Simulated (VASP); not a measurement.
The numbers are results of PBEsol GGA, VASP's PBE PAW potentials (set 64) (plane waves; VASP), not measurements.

VASP ran on this input.

INCAR:
```
SYSTEM = ZrC
PREC = Accurate; ENCUT = 520; LREAL = F
LASPH = T; ICHARG = 11
EDIFF = 1E-7; NELM = 100; ALGO = Normal
LMAXMIX = 4
ISMEAR = 0; SIGMA = 0.05
GGA = PS
LWAVE = F; LCHARG = F; LORBIT = 11
```

POSCAR:
```
ZrC
1
   -0.0000000000     2.3360033734     2.3360033734
    2.3360033734     0.0000000000     2.3360033734
    2.3360033734     2.3360033734     0.0000000000
Zr C
1 1
Direct
  0.0000000000   0.0000000000   0.0000000000
  0.5000000000   0.5000000000   0.5000000000
```

KPOINTS:
```
k-points along high-symmetry lines
15
Line-mode
Reciprocal
  0.000000   0.000000   0.000000 ! GAMMA
  0.500000   0.000000   0.500000 ! X

  0.500000   0.000000   0.500000 ! X
  0.625000   0.250000   0.625000 ! U

  0.375000   0.375000   0.750000 ! K
  0.000000   0.000000   0.000000 ! GAMMA

  0.000000   0.000000   0.000000 ! GAMMA
  0.500000   0.500000   0.500000 ! L

  0.500000   0.500000   0.500000 ! L
  0.500000   0.250000   0.750000 ! W

  0.500000   0.250000   0.750000 ! W
  0.500000   0.000000   0.500000 ! X
```

POTCAR, in this order: Zr_sv C (PBE.64 set). Program: vasp_std. Read from the step before: CHGCAR.

Output

OSZICAR:
```
       N       E                     dE             d eps       ncg     rms          rms(c)
DAV:   1     0.111686935111E+03    0.11169E+03   -0.91693E+03  2160   0.135E+03
DAV:   2    -0.124372048614E+02   -0.12412E+03   -0.11826E+03  2548   0.337E+02
DAV:   3    -0.175292224120E+02   -0.50920E+01   -0.48799E+01  3328   0.593E+01
DAV:   4    -0.176804093400E+02   -0.15119E+00   -0.15083E+00  2664   0.938E+00
DAV:   5    -0.176841418093E+02   -0.37325E-02   -0.37295E-02  3188   0.121E+00
DAV:   6    -0.176841862291E+02   -0.44420E-04   -0.44419E-04  2688   0.125E-01
DAV:   7    -0.176841865794E+02   -0.35038E-06   -0.35055E-06  3128   0.112E-02
DAV:   8    -0.176841865832E+02   -0.37664E-08   -0.32782E-08  1832   0.120E-03
   1 F= -.17684187E+02 E0= -.17683143E+02  d E =-.208763E-02
```

### OUTCAR
```
 val. band max:        9.9912906744   @ k =   0.1429   0.0000   0.1429

 cond. band min:       9.9982894180   @ k =   0.0714   0.0000   0.0714



 k-point     1 :       0.0000    0.0000    0.0000
  band No.  band energies     occupation
      1     -38.2021      2.00000
      2     -15.9306      2.00000
      3     -15.9306      2.00000
      4     -15.9306      2.00000
      5      -1.6405      2.00000
      6      10.6614      0.00000
      7      10.6614      0.00000
      8      10.6614      0.00000
      9      10.7653      0.00000
     10      10.7653      0.00000
     11      10.7653      0.00000
     12      12.5608      0.00000

 k-point     2 :       0.0357    0.0000    0.0357
  band No.  band energies     occupation
      1     -38.2002      2.00000
      2     -15.9425      2.00000
      3     -15.9345      2.00000
      4     -15.9345      2.00000
      5      -1.5998      2.00000
      6      10.2252      0.00000
      7      10.3218      0.00000
      8      10.3218      0.00000
      9      10.7071      0.00000
     10      11.1640      0.00000
     11      11.1640      0.00000
     12      12.5785      0.00000

 k-point     3 :       0.0714    0.0000    0.0714
  band No.  band energies     occupation
      1     -38.1948      2.00000
      2     -15.9774      2.00000
      3     -15.9461      2.00000
      4     -15.9461      2.00000
      5      -1.4815      2.00000
      6       9.4145      2.00000
      7       9.9983      0.88955
      8       9.9983      0.88955
      9      10.5419      0.00000
     10      11.6622      0.00000
     11      11.6622      0.00000
     12      12.6310      0.00000

 k-point     4 :       0.1071    0.0000    0.1071
  band No.  band energies     occupation
      1     -38.1860      2.00000
      2     -16.0325      2.00000
      3     -15.9646      2.00000
      4     -15.9646      2.00000
      5      -1.2961      2.00000
      6       8.5782      2.00000
      7       9.7390      2.00000
...
```

The density is held fixed in this step, so its total energy and stress have no physical meaning.

The compound is ZrC in the rock salt structure. It was relaxed first.
